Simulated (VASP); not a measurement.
Data:

```
CELL_PARAMETERS angstrom
      0.00000     2.88660     2.88660
      2.88660     0.00000     2.88660
      2.88660     2.88660     0.00000
ATOMIC_POSITIONS crystal
  Al 0.00000 0.00000 0.00000
  As 0.25000 0.25000 0.25000
```

The numbers are results of PBE GGA, VASP's PBE PAW potentials (set 64) (plane waves; VASP 6.6.1), not measurements. Numerical set-up: 400 eV cut-off, 7×7×7 Γ-centred mesh, Gaussian smearing of 0.050 eV, potentials Al As.

Q: Estimate the energy per atom (σ→0), pressure, band gap (on the k-mesh) with the smallest direct gap where there is one.

A: 
```
Quantity                                      Value
-----------------------------------  --------------
band gap (on the k-mesh)                    1.60 eV
smallest direct gap (on the k-mesh)         1.60 eV
energy per atom (σ→0)                -4.690 eV/atom
pressure                                  -1.36 GPa
```

The compound is AlAs in the zinc blende structure. The cell was not relaxed at this level.
